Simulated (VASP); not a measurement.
Data:

```
Mg2Ge
1.0
    0.00000     3.17326     3.17326
    3.17326     0.00000     3.17326
    3.17326     3.17326     0.00000
Mg Ge
2 1
Direct
  0.25000   0.25000   0.25000
  0.75000   0.75000   0.75000
  0.00000   0.00000   0.00000
```

These are PBE GGA with D4 dispersion, VASP's PBE PAW potentials (set 64) (plane waves; VASP) values and carry that method's errors. Settings: 520 eV cut-off, Gaussian smearing of 0.050 eV, potentials Mg Ge_d.

### Question
What does the run give for the band gap (along the path) with the smallest direct gap where there is one?

### Answer

```json
{
 "band gap (along the path)": "0.13 eV",
 "smallest direct gap (along the path)": "1.14 eV"
}
```

Total energies compare only between runs with the same potentials, cut-off and functional.

The compound is Mg2Ge in the antifluorite structure. It was relaxed first.
